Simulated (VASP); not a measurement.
Si3S, 4 atoms in the cell. Symmetry: Fm-3m, No. 225, cubic system. The conventional cell has a = 6.697 Å, b = 6.697 Å, c = 6.697 Å, α = 90.00°, β = 90.00°, γ = 90.00°. Si (site symmetry m-3m) is surrounded by 8 Si at 2.90 Å. Si (site symmetry -43m) is surrounded by 4 Si at 2.90 Å and 4 S at 2.90 Å. Around S (site symmetry m-3m) lie 8 Si at 2.90 Å. The cell was built by a generator and needn't be a form met in nature.

- Program: VASP 6.6.1
- Task: relaxation of cell and atoms
- Functional: r2SCAN
- Potentials or basis: VASP PAW PBE potentials, release 64 (Si, S)
- Cutoff: 600 eV
- k mesh: 4 × 4 × 4
- Occupations: gaussian, width 0.1 eV
- Spin: no spin polarisation
- Dipole correction: no
- Further INCAR settings: ALGO = Normal; EDIFF = 1e-06; IBRION = 2; EDIFFG = -0.04; NSW = 90; ISIF = 3

Potentials or basis: VASP PAW PBE potentials, release 64 (Si, S).

Run with:

```sh
$ cat potpaw_PBE.64/Si/POTCAR potpaw_PBE.64/S/POTCAR > POTCAR
$ cp INCAR.step1 INCAR
$ mpirun -np 1 vasp_std > vasp.out
$ cp INCAR.step2 INCAR
$ mpirun -np 1 vasp_std > vasp.out
```

Hardware: 1 thread of AMD EPYC 7R43 64-Core Processor (Zen 3), with other jobs on the host.

**Question.** Estimate the wall time of this run.

**Answer.** Run time: 3.4 min on 1 thread of AMD EPYC 7R43 64-Core Processor (Zen 3) (shared host), peak memory 0.22 GiB. Counts: scf iterations 30, k points 8, ion steps 3.
